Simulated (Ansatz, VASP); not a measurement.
## Cross-check of Ga12Ge13O44 (amorphous 32Ga2O3-68GeO2 (mol %)) between VASP and Ansatz

One calculation is typed for both programs; each brings its own data sets. How far apart do they land? Of the first pair: The cell is taken from a series of runs on this material, whose earlier steps may have relaxed, scaled, displaced or heated it; both programs get it as it stands.

Program: Ansatz 0.2.0. Level of theory: plane waves, with VASP 6.6.1 beside it; PBE. Results are calculated unless marked as measured.

### 1. Starting point

The cell holds 69 atoms: 12 Ga, 13 Ge and 44 O. Cell: a = 9.383 Å, b = 9.383 Å, c = 9.383 Å, α = 90.0°, β = 90.0°, γ = 90.0°. As first built, before any earlier steps moved the atoms or strained the cell (in the runner's words): 69 atoms (12 Fe, 13 Ge, 44 O) placed at random at 4.74 g/cm^3, melted at 5000 K for 10 ps at fixed volume with the Morse and Coulomb pair potential with partial charges (Pedone, Malavasi, Menziani, Cormack and Segre, J. Phys. Chem. B 110, 11780 (2006)). Quenched from 5000 K to 300 K at 20 K/ps and fixed volume, held 5 ps, then minimised at fixed cell. Then Fe was replaced by Ga and the cell scaled by 1.006 (the potential has no terms for the new elements, so the cell is a start for a DFT relaxation).

### 2. VASP: single point, PBE, pair 1

A single point takes one fixed geometry, so differences don't come from the geometry; what else differs is listed under the comparison.

Lines of VASP's logs that name or quote its potential files are left out, and so is its time.

File INCAR:

```
SYSTEM = Ga12Ge13O44
PREC = Accurate
ENCUT = 520
EDIFF = 1E-06
NELM = 120
ISMEAR = 0
SIGMA = 0.01
LREAL = Auto
ALGO = Normal
GGA = PE
NBANDS = 352
LORBIT = 11
LWAVE = .FALSE.
LCHARG = .FALSE.
ISIF = 2
LASPH = .TRUE.
GGA_COMPAT = .FALSE.
EFERMI = MIDGAP
NCORE = 2
```

File POSCAR:

```
Ga12Ge13O44
1.0
    9.3832600000      0.0000000000      0.0000000000
    0.0000000000      9.3832600000      0.0000000000
    0.0000000000      0.0000000000      9.3832600000
Ga Ge O
12 13 44
Direct
    0.3125200000      0.1619000000      0.8496200000
    0.9266100000      0.2716700000      0.8476300000
    0.7860100000      0.8162400000      0.5524100000
    0.4765500000      0.6218900000      0.6072400000
    0.7212800000      0.4092400000      0.6442200000
    0.2788100000      0.5684200000      0.2507000000
    0.0219100000      0.9295900000      0.7477300000
    0.5311800000      0.3688900000      0.3343000000
    0.2608200000      0.4929700000      0.8775700000
    0.5503200000      0.0631600000      0.1790700000
    0.8313200000      0.9222600000      0.1628000000
    0.3854700000      0.8446500000      0.9054300000
    0.0623200000      0.7179200000      0.0437500000
    0.6220100000      0.6879400000      0.2938300000
    0.9129600000      0.5735200000      0.3333500000
    0.0324700000      0.5968700000      0.6842000000
    0.0663500000      0.3314200000      0.1500100000
    0.2396700000      0.8286900000      0.4954000000
    0.6804200000      0.0264900000      0.8449300000
    0.5892100000      0.3659100000      0.9741300000
    0.9161900000      0.1387400000      0.4642000000
    0.7324900000      0.6792900000      0.8781500000
    0.1929600000      0.9924600000      0.1684200000
    0.2320600000      0.3182400000      0.5384800000
    0.4917200000      0.0703400000      0.5649100000
    0.9150300000      0.4520500000      0.7394700000
    0.9326900000      0.9703800000      0.5494800000
    0.6648500000      0.5964000000      0.7173800000
    0.0849200000      0.2062900000      0.5189900000
    0.3025400000      0.3729700000      0.3749500000
    0.5215400000      0.1262500000      0.3886400000
    0.8704500000      0.7658300000      0.7477200000
    0.8569900000      0.0750900000      0.3016000000
    0.9252900000      0.3383700000      0.0365600000
    0.2010100000      0.9199200000      0.3397200000
    0.1247600000      0.7717200000      0.6286200000
    0.8771000000      0.0625500000      0.8204900000
    0.5934600000      0.8529700000      0.2127400000
    0.8242000000      0.7640300000      0.3180400000
    0.0885500000      0.6268800000      0.8758800000
    0.0550200000      0.6435400000      0.2205600000
    0.8629400000      0.7250400000      0.0187900000
    0.2595600000      0.7407600000      0.0599000000
    0.3780800000      0.9230700000      0.5704400000
    0.4185100000      0.3611900000      0.8955600000
    0.6909000000      0.2855600000      0.8356600000
    0.9377400000      0.6060700000      0.5153200000
    0.6230600000      0.8330200000      0.8778600000
    0.6528800000      0.5380200000      0.9791000000
    0.5600400000      0.2837000000      0.1390500000
    0.1389300000      0.2630800000      0.8494200000
    0.2029100000      0.4462200000      0.0883900000
    0.3085100000      0.6682300000      0.4417500000
    0.2087100000      0.9672200000      0.8375200000
    0.6049400000      0.7327000000      0.4777500000
    0.0445400000      0.9059200000      0.0892700000
    0.9972900000      0.4035600000      0.3070600000
    0.3798700000      0.6615500000      0.7881100000
    0.6510000000      0.0033900000      0.6408400000
    0.7314400000      0.5232400000      0.3154900000
    0.1883700000      0.4690700000      0.6450400000
    0.4913500000      0.0659700000      0.8448200000
    0.1358800000      0.1663500000      0.1695600000
    0.3611500000      0.0157100000      0.0952300000
    0.4814100000      0.5741200000      0.2407000000
    0.7082800000      0.0420900000      0.0355000000
    0.3588300000      0.2016100000      0.6207000000
    0.7972500000      0.2575800000      0.5365000000
    0.5388500000      0.4312600000      0.5347700000
```

File KPOINTS:

```
Automatic mesh
0
Gamma
1 1 1
0 0 0
```

Potentials, in the order of the species: Ga_d, Ge_d and O (PBE family, release 64).

Run with:

```sh
$ mpirun -np 8 vasp_gam
```

Numbers of over 12 decimals in the logs are rounded to 6 here.

Log:

```text
[banner, memory and clock lines left out]
running    8 mpi-ranks, on    1 nodes
[...]
LDA part: xc-table for (Slater+PW92), standard interpolation
 POSCAR, INCAR and KPOINTS ok, starting setup
[...]
entering main loop
       N       E                     dE             d eps       ncg     rms          rms(c)
DAV:   1     0.189740539612E+05    0.18974E+05   -0.19981E+05   808   0.445E+03
DAV:   2     0.460278283958E+04   -0.14371E+05   -0.13388E+05   704   0.123E+03
DAV:   3     0.329361861381E+03   -0.42734E+04   -0.40380E+04   856   0.418E+02
DAV:   4    -0.405499734773E+03   -0.73486E+03   -0.70904E+03   824   0.184E+02
[...]
DAV:  17    -0.412752667305E+03   -0.52598E-05   -0.71933E-05  1024   0.283E-02    0.642E-03
DAV:  18    -0.412752668458E+03   -0.11524E-05   -0.75359E-06   760   0.114E-02    0.379E-03
DAV:  19    -0.412752668274E+03    0.18354E-06   -0.17590E-06   464   0.880E-03
   1 F= -.41275267E+03 E0= -.41275267E+03  d E =0.000000E+00
```

From OUTCAR (step 2):

```text
 POSITION                                       TOTAL-FORCE (eV/Angst)
 -----------------------------------------------------------------------------------
      2.93246      1.51915      7.97221        -0.946948      0.132224     -0.586073
      8.69462      2.54915      7.95353         0.938483      0.345224      0.966762
      7.37534      7.65899      5.18341         0.211954     -0.173323     -0.723087
      4.47159      5.83536      5.69789         0.704012     -0.139493     -0.025018
      6.76796      3.84001      6.04488         0.385392      0.057177      0.117233
      2.61615      5.33363      2.35238        -0.433432      0.109078      0.072898
      0.20559      8.72258      7.01614         0.094891      0.273864     -0.528326
      4.98420      3.46139      3.13682        -0.575204      0.585004      0.549869
      2.44734      4.62567      8.23447        -0.017998     -0.190863      0.147544
      5.16380      0.59265      1.68026        -0.407434     -0.790348      0.404280
      7.80049      8.65381      1.52759        -0.002069     -0.320157      0.979086
      3.61697      7.92557      8.49589        -1.013618     -0.447699     -0.279580
      0.58476      6.73643      0.41052         0.014005     -0.167423      0.303870
      5.83648      6.45512      2.75708         1.411290      0.398117      0.279333
[...]
-----------------------------------------------------------------------------------
    total drift:                                0.006864      0.016890      0.003679

  FREE ENERGIE OF THE ION-ELECTRON SYSTEM (eV)
  ---------------------------------------------------
  free  energy   TOTEN  =      -412.7526682740 eV

  energy  without entropy=     -412.7526682740  energy(sigma->0) =     -412.75266827

[... 2 further parts left out ...]
```

The run ends at a pressure of -3.60 GPa, with forces up to 2.5 eV/Å.

### 3. Ansatz: single point, PBE, pair 1

Ansatz runs on its PAW soft_1 files.

The same cell, functional and mesh now go to Ansatz, which takes its cutoff from its data sets.

File input.yaml:

```yaml
crystal:
  lattice:
    - [9.38326, 0.0, 0.0]
    - [0.0, 9.38326, 0.0]
    - [0.0, 0.0, 9.38326]
  atoms:
    - { symbol: Ga, position: [0.31252, 0.1619, 0.84962] }
    - { symbol: Ga, position: [0.92661, 0.27167, 0.84763] }
    - { symbol: Ga, position: [0.78601, 0.81624, 0.55241] }
    - { symbol: Ga, position: [0.47655, 0.62189, 0.60724] }
    - { symbol: Ga, position: [0.72128, 0.40924, 0.64422] }
    - { symbol: Ga, position: [0.27881, 0.56842, 0.2507] }
    - { symbol: Ga, position: [0.02191, 0.92959, 0.74773] }
    - { symbol: Ga, position: [0.53118, 0.36889, 0.3343] }
    - { symbol: Ga, position: [0.26082, 0.49297, 0.87757] }
    - { symbol: Ga, position: [0.55032, 0.06316, 0.17907] }
    - { symbol: Ga, position: [0.83132, 0.92226, 0.1628] }
    - { symbol: Ga, position: [0.38547, 0.84465, 0.90543] }
    - { symbol: Ge, position: [0.06232, 0.71792, 0.04375] }
    - { symbol: Ge, position: [0.62201, 0.68794, 0.29383] }
    - { symbol: Ge, position: [0.91296, 0.57352, 0.33335] }
    - { symbol: Ge, position: [0.03247, 0.59687, 0.6842] }
    - { symbol: Ge, position: [0.06635, 0.33142, 0.15001] }
    - { symbol: Ge, position: [0.23967, 0.82869, 0.4954] }
    - { symbol: Ge, position: [0.68042, 0.02649, 0.84493] }
    - { symbol: Ge, position: [0.58921, 0.36591, 0.97413] }
    - { symbol: Ge, position: [0.91619, 0.13874, 0.4642] }
    - { symbol: Ge, position: [0.73249, 0.67929, 0.87815] }
    - { symbol: Ge, position: [0.19296, 0.99246, 0.16842] }
    - { symbol: Ge, position: [0.23206, 0.31824, 0.53848] }
    - { symbol: Ge, position: [0.49172, 0.07034, 0.56491] }
    - { symbol: O, position: [0.91503, 0.45205, 0.73947] }
    - { symbol: O, position: [0.93269, 0.97038, 0.54948] }
    - { symbol: O, position: [0.66485, 0.5964, 0.71738] }
    - { symbol: O, position: [0.08492, 0.20629, 0.51899] }
    - { symbol: O, position: [0.30254, 0.37297, 0.37495] }
    - { symbol: O, position: [0.52154, 0.12625, 0.38864] }
    - { symbol: O, position: [0.87045, 0.76583, 0.74772] }
    - { symbol: O, position: [0.85699, 0.07509, 0.3016] }
    - { symbol: O, position: [0.92529, 0.33837, 0.03656] }
    - { symbol: O, position: [0.20101, 0.91992, 0.33972] }
    - { symbol: O, position: [0.12476, 0.77172, 0.62862] }
    - { symbol: O, position: [0.8771, 0.06255, 0.82049] }
    - { symbol: O, position: [0.59346, 0.85297, 0.21274] }
    - { symbol: O, position: [0.8242, 0.76403, 0.31804] }
    - { symbol: O, position: [0.08855, 0.62688, 0.87588] }
    - { symbol: O, position: [0.05502, 0.64354, 0.22056] }
    - { symbol: O, position: [0.86294, 0.72504, 0.01879] }
    - { symbol: O, position: [0.25956, 0.74076, 0.0599] }
    - { symbol: O, position: [0.37808, 0.92307, 0.57044] }
    - { symbol: O, position: [0.41851, 0.36119, 0.89556] }
    - { symbol: O, position: [0.6909, 0.28556, 0.83566] }
    - { symbol: O, position: [0.93774, 0.60607, 0.51532] }
    - { symbol: O, position: [0.62306, 0.83302, 0.87786] }
    - { symbol: O, position: [0.65288, 0.53802, 0.9791] }
    - { symbol: O, position: [0.56004, 0.2837, 0.13905] }
    - { symbol: O, position: [0.13893, 0.26308, 0.84942] }
    - { symbol: O, position: [0.20291, 0.44622, 0.08839] }
    - { symbol: O, position: [0.30851, 0.66823, 0.44175] }
    - { symbol: O, position: [0.20871, 0.96722, 0.83752] }
    - { symbol: O, position: [0.60494, 0.7327, 0.47775] }
    - { symbol: O, position: [0.04454, 0.90592, 0.08927] }
    - { symbol: O, position: [0.99729, 0.40356, 0.30706] }
    - { symbol: O, position: [0.37987, 0.66155, 0.78811] }
    - { symbol: O, position: [0.651, 0.00339, 0.64084] }
    - { symbol: O, position: [0.73144, 0.52324, 0.31549] }
    - { symbol: O, position: [0.18837, 0.46907, 0.64504] }
    - { symbol: O, position: [0.49135, 0.06597, 0.84482] }
    - { symbol: O, position: [0.13588, 0.16635, 0.16956] }
    - { symbol: O, position: [0.36115, 0.01571, 0.09523] }
    - { symbol: O, position: [0.48141, 0.57412, 0.2407] }
    - { symbol: O, position: [0.70828, 0.04209, 0.0355] }
    - { symbol: O, position: [0.35883, 0.20161, 0.6207] }
    - { symbol: O, position: [0.79725, 0.25758, 0.5365] }
    - { symbol: O, position: [0.53885, 0.43126, 0.53477] }
kpoints:
  mp_grid: { grid: [1, 1, 1] }
hamiltonian:
  xc: pbe
  pseudopotentials: { kind: paw, azcp: { folder: soft_1 } }
scf:
  occupations: { method: fixed }
output:
  forces: true
```

Run with:

```sh
$ ansatz run input.yaml --threads 4 --pin off --max-ram 8192MiB --backend cpu --events-out ev --progress --plain --runs-dir out
```

Log:

```text
Engine: ansatz 0.2.0, aarch64-unknown-linux-gnu
Pseudopotentials: kind: paw
Pseudopotential: Ga, paw, valence charge 13, recommended cutoff 420 eV (normal), soft_1/Ga.paw.azcp
Pseudopotential: Ge, paw, valence charge 14, recommended cutoff 420 eV (normal), soft_1/Ge.paw.azcp
Pseudopotential: O, paw, valence charge 6, recommended cutoff 420 eV (normal), soft_1/O.paw.azcp
Functional definition: PBE
  parameter kappa = 0.804
  parameter beta = 0.066725
  exchange = pbe_x(kappa = kappa, mu = beta*pi^2/3)
  correlation = pbe_c(beta = beta)
Crystal: 69 atoms, lattice volume = 826.154 Å³
Basis set: ecut = 420 eV, 16135 PW (Γ), exchange–correlation on 128×128×128 points (8 copies of the dense FFT grid, shifted against one another)
Bands: 370, of which v1, the nominal top of the filled ones, is band 301 counted from 1 (300 counted from 0)
Symmetry: 1 space group operations
Space group: P1 (ITA 1), of the structure as read, at distance tolerance 9.4e-5 Å
k-points: 1
Non-local potential: Ga, projectors of the file, l = 0: 2, l = 1: 2, l = 2: 3, l = 3: 1
Non-local potential: Ge, projectors of the file, l = 0: 2, l = 1: 2, l = 2: 3, l = 3: 1
Non-local potential: O, projectors of the file, l = 0: 2, l = 1: 2, l = 2: 1
PAW form: soft (Blöchl's): semilocal exchange-correlation on the pseudo side does not see the compensation charge
PAW one-centre angular grid: Ga, 590 points (default); XC on 64 Gauss nodes
PAW one-centre angular grid: Ge, 590 points (default); XC on 64 Gauss nodes
PAW one-centre angular grid: O, 110 points (default); XC on 64 Gauss nodes
Initial density: superposition of atomic densities (chi_scale 0.1, normalization cell, long waves kept (reshape's long-wave potential 0.32 eV rms))
Initial wavefunctions: pseudopotential atomic-orbital guess
Functional: x = pbe(κ = 0.804, μ = 0.219515), c = pbe(β = 0.066725)
SCF iter   1: F=—  HF=-126207.311262 eV  |F-HF|=—  |Δ(HF+E_count)|=         —  Δρ=1.11e-1  dr2=5.78e1  ethr=3.10e-3  ⟨swp⟩=4.0  Hψ=1169  notcnv=0  defer=64
preconditioner: auto → Resta (q_TF=auto, 2.588 Å⁻¹)  ε∞=3.5  [insulator: Δε(μ)=1.538 eV  Ē_g=19.990 eV  n_scr=250 (ndim 8)  ℏωp=31.7 eV  f_vac=0.034  ε∞_Penn≈3.5]
SCF iter   2: F=—  HF=-126192.541494 eV  |F-HF|=—  |Δ(HF+E_count)|=    1.48e1  Δρ=4.94e-2  dr2=9.48e0  ethr=3.10e-3  ⟨swp⟩=2.0  Hψ=629  notcnv=0  defer=64
SCF iter   3: F=—  HF=-126189.782087 eV  |F-HF|=—  |Δ(HF+E_count)|=    2.76e0  Δρ=1.61e-2  dr2=1.79e0  ethr=1.58e-3  ⟨swp⟩=3.0  Hψ=563  notcnv=0  defer=63
SCF iter   4: F=—  HF=-126189.502659 eV  |F-HF|=—  |Δ(HF+E_count)|=   2.79e-1  Δρ=5.32e-3  dr2=1.95e-1  ethr=2.98e-4  ⟨swp⟩=2.0  Hψ=511  notcnv=0  defer=67
SCF iter   5: F=—  HF=-126189.549023 eV  |F-HF|=—  |Δ(HF+E_count)|=   4.64e-2  Δρ=3.27e-3  dr2=7.27e-2  ethr=3.24e-5  ⟨swp⟩=2.0  Hψ=648  notcnv=0  defer=67
SCF iter   6: F=—  HF=-126189.572501 eV  |F-HF|=—  |Δ(HF+E_count)|=   2.35e-2  Δρ=1.40e-3  dr2=1.46e-2  ethr=1.21e-5  ⟨swp⟩=2.0  Hψ=573  notcnv=0  defer=67
SCF iter   7: F=—  HF=-126189.571432 eV  |F-HF|=—  |Δ(HF+E_count)|=   1.07e-3  Δρ=2.94e-4  dr2=9.48e-4  ethr=2.42e-6  ⟨swp⟩=2.0  Hψ=612  notcnv=0  defer=67
SCF iter   8: F=—  HF=-126189.572715 eV  |F-HF|=—  |Δ(HF+E_count)|=   1.28e-3  Δρ=2.48e-4  dr2=4.79e-4  ethr=1.57e-7  ⟨swp⟩=2.0  Hψ=611  notcnv=0  defer=64
SCF iter   9: F=—  HF=-126189.572861 eV  |F-HF|=—  |Δ(HF+E_count)|=   1.46e-4  Δρ=7.19e-5  dr2=4.23e-5  ethr=7.96e-8  ⟨swp⟩=2.0  Hψ=610  notcnv=0  defer=61
SCF iter  10: F=—  HF=-126189.573666 eV  |F-HF|=—  |Δ(HF+E_count)|=   8.04e-4  Δρ=4.55e-5  dr2=1.52e-5  ethr=7.03e-9  ⟨swp⟩=2.0  Hψ=619  notcnv=0  defer=61
SCF iter  11: F=—  HF=-126189.573668 eV  |F-HF|=—  |Δ(HF+E_count)|=   2.70e-6  Δρ=1.80e-5  dr2=2.47e-6  ethr=2.52e-9  ⟨swp⟩=2.0  Hψ=610  notcnv=0  defer=61
SCF iter  12: F=—  HF=-126189.573670 eV  |F-HF|=—  |Δ(HF+E_count)|=   1.80e-6  Δρ=6.60e-6  dr2=3.69e-7  ethr=4.10e-10  ⟨swp⟩=2.0  Hψ=511  notcnv=0  defer=61
SCF iter  13: F=—  HF=-126189.573671 eV  |F-HF|=—  |Δ(HF+E_count)|=   3.44e-7  Δρ=3.78e-6  dr2=1.07e-7  ethr=1.66e-11  ⟨swp⟩=4.0  Hψ=1110  notcnv=0
SCF iter  14: F=-126189.573671 eV  HF=-126189.573671 eV  |F-HF|=4.76e-9  |Δ(HF+E_count)|=   2.99e-8  Δρ=9.98e-7  dr2=7.89e-9  ethr=1.66e-11  ⟨swp⟩=4.0  Hψ=998  notcnv=0
SCF 1 converged in 14 iterations: F = -126189.573671 eV  dr2 = 7.89e-9
  greatest PAW one-centre occupation: 0.999 electrons in one spin orbital (limit 2), on the Ge atom at site 12 (counted from 0), in its partial waves of l = 2
SCF converged after 14 iterations
Free energy (F): -126189.573671 eV
Harris-Foulkes:  -126189.573671 eV  (|F-HF|=4.76e-9)
Internal energy: -126189.573671 eV  (E = F + TS)
E sigma→0 (E₀):  -126189.573671 eV
Fermi energy:    6.609020 eV
--- Per-component energies (eV) ---
  E_band       = -3211.445592
  E_kinetic    = 9931.305692
  E_local      = -63479.519141  (includes V_loc(G=0)·N_el)
  E_nonlocal   = 4208.389585
  E_hartree    = 31286.391984
  E_xc         = -4768.153709
  E_vxc        = -5452.274526  (∫ρ·V_xc dr)
  E_paw        = -57473.851154  (= ΣΔE_a)
  E_vpaw       = -10992.161261  (= ΣTr[D̂ρ^β])
  E_aug_tail   = 0.031508  (compensation charges beyond the density's cutoff)
  E_ewald      = -45894.168435
  E_smearing   = -0.000000  (= −TS)
  E_closure    = -0.000000  (closes the sum)
  Σ components = -126189.573671   (vs F -126189.573671, Δ=0.00e0)
--- Forces (eV/Å), atoms counted from 1 ---
  atom   1  Ga    -0.96709861     0.12361452    -0.60156487
  atom   2  Ga     0.95873627     0.35404712     0.98353258
  atom   3  Ga     0.22537487    -0.16939453    -0.70763412
  atom   4  Ga     0.74405140    -0.15167645    -0.01122422
  atom   5  Ga     0.38362250     0.06502695     0.13810410
  atom   6  Ga    -0.42384696     0.09564858     0.07864116
  atom   7  Ga     0.07595556     0.26270627    -0.54275254
  atom   8  Ga    -0.59970644     0.60529070     0.55689634
  atom   9  Ga    -0.01433608    -0.17813154     0.15743018
  atom  10  Ga    -0.41865679    -0.79952481     0.38917958
  atom  11  Ga     0.00470824    -0.32076716     0.99655867
  atom  12  Ga    -1.05625592    -0.47421921    -0.29339400
  atom  13  Ge     0.02746503    -0.16067801     0.31098864
  atom  14  Ge     1.48578448     0.38412606     0.29883489
  atom  15  Ge     0.15538074     0.13027032    -0.93929795
  atom  16  Ge    -0.43499235    -0.61243099    -0.65461778
  atom  17  Ge    -0.61986546     0.58423131    -0.35177361
  atom  18  Ge     0.21024908     0.61058991    -1.33150459
  atom  19  Ge     0.04024790    -0.14521049    -0.66032242
  atom  20  Ge     0.48954109     1.03024928    -0.87796180
  atom  21  Ge     0.17086308     0.56582976    -0.33041919
  atom  22  Ge     0.58420311    -0.65979849    -0.06060053
  atom  23  Ge    -0.02339693    -0.22406675     0.96875685
  atom  24  Ge    -0.88359200    -0.11348326    -0.72033763
[...]
atom  62  O     -1.72571505    -0.32568992     0.21399804
  atom  63  O      0.45408773    -0.74238426     0.65274823
  atom  64  O      1.97660673     0.09185372    -0.93846636
  atom  65  O     -1.05664337    -1.86198525    -0.31186105
  atom  66  O      0.06667202     0.27794128     2.24750870
  atom  67  O      0.31145823    -0.06373949     1.63222239
  atom  68  O     -1.29427207     0.97608407     0.56520348
  atom  69  O      0.54656458     0.09624246     0.05650118
  max |Σ_I F_I| component: 8.57e-6 eV/Å
```

Reading the cycles: dr2 is the Hartree energy of the density residual (eV), the measure of convergence; HF is the Harris–Foulkes estimate of the energy, which meets the free energy F at convergence.

### 4. Differences

Known differences besides the potentials themselves: fixed occupations in Ansatz, narrow Gaussian smearing in VASP; the cutoff is 420 eV in Ansatz and 520 eV in VASP (PREC = Accurate, projectors in real space). Total energies have different zeros and are not compared.

The two programs side by side:

| quantity | Ansatz | VASP | difference |
| --- | --- | --- | --- |
| gap on the k mesh (eV) | 0.777 | 0.757 | +0.020 |

Forces on 9 of the 69 atoms, those with the largest forces and the largest differences (eV/Å; atoms numbered as in POSCAR):

| atom | Ansatz x, y, z | VASP x, y, z |
| --- | --- | --- |
| O27 | 0.118, -1.889, 1.400 | 0.129, -1.832, 1.366 |
| O31 | 0.454, 1.204, -2.192 | 0.446, 1.198, -2.143 |
| O34 | -1.564, -0.305, -1.523 | -1.522, -0.295, -1.451 |
| O45 | -1.824, -0.326, -0.694 | -1.749, -0.337, -0.667 |
| O50 | -0.172, -1.106, 2.279 | -0.159, -1.086, 2.210 |
| O52 | 1.865, 1.340, 0.028 | 1.823, 1.303, 0.036 |
| O55 | -0.054, 0.656, 2.356 | -0.061, 0.651, 2.302 |
| O66 | 0.067, 0.278, 2.248 | 0.066, 0.288, 2.189 |
| O68 | -1.294, 0.976, 0.565 | -1.244, 0.916, 0.530 |

The forces differ by 27 meV/Å r.m.s., which is 3.2 % of the r.m.s. force of 0.834 eV/Å (both taken over all components). A gap on the mesh is an upper bound, since the band edges may lie between its points.

(Continued in part 2 of 3.)

[Lines on the potential files, build, host, timing and source positions are cut from VASP's logs without a mark.]

[Logs are printed without paths, hosts, clocks, repeated set-up lines and the standing remarks that a program may print on its own settings, such as how far it seeks lower states.]

[Hosts, paths, dates, database ids (printed as entryN), source tags and the programs' standing remarks are cut or masked in the printed files.]
